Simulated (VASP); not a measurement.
```
InSb
1.0
    0.00000     3.22755     3.22755
    3.22755     0.00000     3.22755
    3.22755     3.22755     0.00000
In Sb
1 1
Direct
  0.00000   0.00000   0.00000
  0.25000   0.25000   0.25000
```

Level of theory: LDA (Ceperley-Alder, Perdew-Zunger), VASP's LDA PAW potentials (set 64) (plane waves; VASP 6.6.1). Settings: 400 eV cut-off, Gaussian smearing of 0.050 eV, potentials In_d Sb.

### Question
Give the energies of bands 7 to 12 at the high-symmetry points, in eV from the Fermi level.

### Answer

```
band      Γ      X      U      L      W
----  -----  -----  -----  -----  -----
7     -0.30  -6.02  -5.89  -5.73  -5.91
8      0.00  -2.31  -3.20  -1.03  -2.93
9      0.00  -2.31  -1.96  -1.03  -2.81
10     0.00   1.23   1.52   0.44   3.48
11     2.91   1.25   3.64   3.77   3.92
12     2.91   8.11   6.20   3.77   4.16
```

It has no gap at this level: it comes out as a metal or semimetal.

The structure comes from a computed database's InSb entry (F-43m); how it stands against other phases isn't given here. It was relaxed first, which changed the volume by -8 %.
